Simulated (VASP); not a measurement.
OSZICAR of a VASP run on ScCd₂ (space group Fd-3m):

### OSZICAR
```
       N       E                     dE             d eps       ncg     rms          rms(c)
DAV:   1     0.667681362596E+03    0.66768E+03   -0.26027E+04   360   0.113E+03
DAV:   2     0.497244134522E+02   -0.61796E+03   -0.60717E+03   344   0.449E+02
DAV:   3    -0.163208674262E+02   -0.66045E+02   -0.64727E+02   534   0.134E+02
DAV:   4    -0.184942791814E+02   -0.21734E+01   -0.21482E+01   520   0.267E+01
DAV:   5    -0.185281217572E+02   -0.33843E-01   -0.33795E-01   488   0.321E+00    0.939E+00
DAV:   6    -0.165186998730E+02    0.20094E+01   -0.95294E+00   480   0.162E+01    0.450E+00
DAV:   7    -0.164081275850E+02    0.11057E+00   -0.62562E-01   454   0.433E+00    0.367E+00
DAV:   8    -0.163758853319E+02    0.32242E-01   -0.10436E-01   504   0.190E+00    0.107E+00
DAV:   9    -0.163741255493E+02    0.17598E-02   -0.92848E-03   454   0.746E-01    0.140E-01
DAV:  10    -0.163743054193E+02   -0.17987E-03   -0.12387E-03   504   0.195E-01    0.759E-02
DAV:  11    -0.163743104738E+02   -0.50545E-05   -0.45521E-04   464   0.115E-01    0.192E-02
DAV:  12    -0.163743024441E+02    0.80296E-05   -0.51871E-05   448   0.405E-02    0.434E-03
DAV:  13    -0.163743025633E+02   -0.11919E-06   -0.17212E-06   288   0.882E-03
   1 F= -.16374303E+02 E0= -.16216060E+02  d E =-.316486E+00
```

**Question.** Which electronic solver shows in the log?

**Answer.** It is blocked Davidson (ALGO = Normal, or the opening steps of other solvers). The INCAR had ALGO = Normal.

**Question.** Can the final energy be trusted as converged?

**Answer.** Self-consistency was reached. It stopped with EDIFF = 1E-6, NELM = 100 (PBE GGA, plane waves, VASP's PBE PAW potentials (set 64)).

The structure was generated: ScCd2 was put into an ordered model structure (Fd-3m), which need not be its known phase. The cell was not relaxed at this level. The k-mesh is coarse (spacing up to 0.43 per Å, 2π included), so the numbers may not be converged in it. The run is one of a series of settings (KPOINTS 3×3×3 Γ-centred mesh against the base run), some of them coarse on purpose.
